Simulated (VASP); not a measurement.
Calculation: PBEsol GGA, VASP's PBE PAW potentials (set 64) (plane waves; VASP).

A VASP calculation is set up with these files.

**INCAR**
```
LCHARG=.True.
LORBIT=11
ISMEAR=-5   ! tetrahedra, Bloechl
ALGO=Normal   ! blocked Davidson
ISIF=2
GGA=PS
NELM=100   ! most electronic steps
PREC=Accurate
ENCUT=400
LREAL=.False.   ! projection in real space or not
LMAXMIX=4   ! l cut-off of mixed one-centre charges
NEDOS=601   ! DOS grid
EDIFF=1E-7
SYSTEM=CdZn3S4
LASPH=.True.   ! aspherical one-centre terms
LEFG=.True.
LWAVE=.False.
```

POSCAR:
```
CdZn3S4
1
    5.4707080920     0.0000000000    -0.0000000000
    0.0000000000     5.4707080920     0.0000000000
    0.0000000000     0.0000000000     5.4707080920
Zn S Cd
3 4 1
Direct
  1.0000000000   1.0000000000   0.0000000000
  0.5000000000   0.5000000000   1.0000000000
  0.5000000000   0.0000000000   0.5000000000
  0.2626693561   0.2373306439   0.2373306439
  0.7373306439   0.7626693561   0.2373306439
  0.7373306439   0.2373306439   0.7626693561
  0.2626693561   0.7626693561   0.7626693561
  1.0000000000   0.5000000000   0.5000000000
```

KPOINTS:
```
kpoints
0
Gamma
 5 5 5
```

POTCAR, in this order: Zn S Cd (PBE.64 set). Program: vasp_std.

Output of the run:

OUTCAR:
```
 ion  position               nearest neighbor table
   1  0.000  0.000  0.000-   4 2.33   5 2.33   6 2.33   7 2.33
   2  0.500  0.500  0.000-   4 2.33   5 2.33   6 2.33   7 2.33
   3  0.500  0.000  0.500-   4 2.33   5 2.33   6 2.33   7 2.33
   4  0.263  0.237  0.237-   1 2.33   2 2.33   3 2.33   8 2.49
   5  0.737  0.763  0.237-   1 2.33   2 2.33   3 2.33   8 2.49
   6  0.737  0.237  0.763-   1 2.33   2 2.33   3 2.33   8 2.49
   7  0.263  0.763  0.763-   1 2.33   2 2.33   3 2.33   8 2.49
   8  0.000  0.500  0.500-   4 2.49   5 2.49   6 2.49   7 2.49
  LATTYP: Found a simple cubic cell.
 ALAT       =     5.4707080920
 Subroutine PRICEL returns:
 Original cell was already a primitive cell.
 Subroutine GETGRP returns: Found 24 space group operations
The static configuration has the point symmetry D_2d.
 The point group associated with its full space group is T_d .
The dynamic configuration has the point symmetry D_2d.
 Subroutine INISYM returns: Found 24 space group operations
 Subroutine IBZKPT returns following result:
 Found     10 irreducible k-points:

 Following reciprocal coordinates:
            Coordinates               Weight
  0.000000  0.000000  0.000000      1.000000
  0.200000  0.000000  0.000000      6.000000
  0.400000  0.000000  0.000000      6.000000
  0.200000  0.200000  0.000000     12.000000
  0.400000  0.200000  0.000000     24.000000
  0.400000  0.400000  0.000000     12.000000
  0.200000  0.200000  0.200000      8.000000
  0.400000  0.200000  0.200000     24.000000
  0.400000  0.400000  0.200000     24.000000
  0.400000  0.400000  0.400000      8.000000
   k-points           NKPTS =     10   k-points in BZ     NKDIM =     10   number of bands    NBANDS=     43
   number of dos      NEDOS =    601   number of ions     NIONS =      8
   total plane-waves  NPLWV =  46656
   dimension x,y,z NGX =    36 NGY =   36 NGZ =   36
   dimension x,y,z NGXF=    72 NGYF=   72 NGZF=   72
   ions per type =               3   4   1
   PREC   = accura    normal or accurate (medium, high low for compatibility)
...
```

OSZICAR:
```
       N       E                     dE             d eps       ncg     rms          rms(c)
DAV:   1     0.545718526972E+03    0.54572E+03   -0.29147E+04   860   0.160E+03
DAV:   2     0.357341135191E+02   -0.50998E+03   -0.49739E+03   884   0.396E+02
DAV:   3    -0.286989048903E+02   -0.64433E+02   -0.63814E+02   971   0.141E+02
DAV:   4    -0.311510959023E+02   -0.24522E+01   -0.24453E+01  1024   0.273E+01
DAV:   5    -0.311912912837E+02   -0.40195E-01   -0.40165E-01  1010   0.373E+00    0.152E+01
DAV:   6    -0.294001990134E+02    0.17911E+01   -0.40974E+00  1257   0.438E+01    0.114E+01
DAV:   7    -0.295215279156E+02   -0.12133E+00   -0.47470E+00   988   0.107E+01    0.545E+00
DAV:   8    -0.294506395469E+02    0.70888E-01   -0.42087E-01  1073   0.599E+00    0.170E+00
DAV:   9    -0.294511648244E+02   -0.52528E-03   -0.54648E-02  1060   0.204E+00    0.290E-01
DAV:  10    -0.294513610306E+02   -0.19621E-03   -0.22851E-03  1017   0.404E-01    0.187E-01
DAV:  11    -0.294515745949E+02   -0.21356E-03   -0.50764E-04  1050   0.224E-01    0.489E-02
DAV:  12    -0.294515746072E+02   -0.12297E-07   -0.23822E-04  1065   0.197E-01    0.223E-02
DAV:  13    -0.294515760757E+02   -0.14685E-05   -0.19685E-05   959   0.365E-02    0.584E-03
DAV:  14    -0.294515769159E+02   -0.84019E-06   -0.50397E-06  1215   0.129E-02    0.324E-03
DAV:  15    -0.294515764954E+02    0.42053E-06   -0.16292E-06  1050   0.132E-02    0.962E-04
DAV:  16    -0.294515765084E+02   -0.13029E-07   -0.13463E-07   533   0.282E-03
   1 F= -.29451577E+02 E0= -.29451577E+02  d E =0.000000E+00
```

File OUTCAR:
```
------------------------ aborting loop because EDIFF is reached ----------------------------------------
  FORCE on cell =-STRESS in cart. coord.  units (eV):
  Direction    XX          YY          ZZ          XY          YZ          ZX
  --------------------------------------------------------------------------------------
  Total        0.0550020      0.0550020      0.0550020     -0.0000000      0.0000000      0.0000000
  in kB        0.5382180      0.5382180      0.5382180     -0.0000000      0.0000000      0.0000000
  external PRESSURE =       0.5382180 kB  Pullay stress =       0.0000000 kB
  volume of cell :      163.73
      direct lattice vectors                 reciprocal lattice vectors
     5.470708092  0.000000000  0.000000000     0.182791694  0.000000000  0.000000000
     0.000000000  5.470708092  0.000000000     0.000000000  0.182791694  0.000000000
     0.000000000  0.000000000  5.470708092     0.000000000  0.000000000  0.182791694
 POSITION                                       TOTAL-FORCE (eV/Angst)
 -----------------------------------------------------------------------------------
      0.00000      0.00000      0.00000         0.000000     -0.000000      0.000000
      2.73535      2.73535      0.00000         0.000000      0.000000     -0.000000
      2.73535      0.00000      2.73535         0.000000     -0.000000     -0.000000
      1.43699      1.29837      1.29837        -0.004309      0.004309      0.004309
      4.03372      4.17234      1.29837         0.004309     -0.004309      0.004309
      4.03372      1.29837      4.17234         0.004309      0.004309     -0.004309
      1.43699      4.17234      4.17234        -0.004309     -0.004309     -0.004309
      0.00000      2.73535      2.73535         0.000000      0.000000      0.000000
 -----------------------------------------------------------------------------------
    total drift:                                0.000000      0.000000      0.000000
  FREE ENERGIE OF THE ION-ELECTRON SYSTEM (eV)
  ---------------------------------------------------
  free  energy   TOTEN  =       -29.4515765084 eV

  energy  without entropy=      -29.4515765084  energy(sigma->0) =      -29.45157651

 total charge

# of ion       s       p       d       tot
------------------------------------------
    1        0.527   0.488   9.800  10.814
    2        0.527   0.488   9.800  10.814
    3        0.527   0.488   9.800  10.814
    4        1.311   2.408   0.000   3.720
    5        1.311   2.408   0.000   3.720
    6        1.311   2.408   0.000   3.720
    7        1.311   2.408   0.000   3.720
    8        0.446   0.368   9.553  10.367
--------------------------------------------------
tot          7.272  11.465  38.952  57.689
```
(Selected blocks of OUTCAR.)

The structure was generated: CdZn3S4 was put into an ordered model structure (P-43m), which need not be its known phase. It was relaxed first.
